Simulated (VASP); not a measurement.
```
HfC
1.0
    0.00000     2.24558     2.24558
    2.24558     0.00000     2.24558
    2.24558     2.24558     0.00000
Hf C
1 1
Direct
  0.00000   0.00000   0.00000
  0.50000   0.50000   0.50000
```

The numbers are results of PBE GGA, VASP's PBE PAW potentials (set 64) (plane waves; VASP 6.6.1), not measurements. Run with 620 eV cut-off, 14×14×14 Γ-centred mesh, first-order Methfessel-Paxton smearing of 0.10 eV, potentials Hf_pv C.

Energy and stress use the plane-wave basis of the starting cell.

Problem. The ions, cell shape and volume at an external pressure of 45.0 GPa are relaxed. Which structure does the run end with?

Solution. 
```
HfC
1.0
    0.00000     2.21639     2.21639
    2.21639     0.00000     2.21639
    2.21639     2.21639     0.00000
Hf C
1 1
Direct
  0.00000   0.00000   0.00000
  0.50000   0.50000   0.50000
```
Space group Fm-3m (225), at a tolerance of 0.03 Å.

Problem. How do energy and volume change from the first to the last step?

Solution. The energy (σ→0) changes by +101.3 meV/atom and the volume by -3.8 %, in 4 ionic steps.

```csv
step,E(σ→0) (eV),max force (eV/Å),pressure (GPa),volume (Å³)
1,-20.8361,0.000,29.99,22.65
2,-19.5395,0.000,104.46,19.34
3,-20.6437,0.000,44.23,21.81
4,-20.6335,0.000,44.95,21.78
```

The compound is HfC in the rock salt structure. This run relaxes it under an external pressure of 45 GPa. Symmetry was kept, so distortions that lower it aren't found.
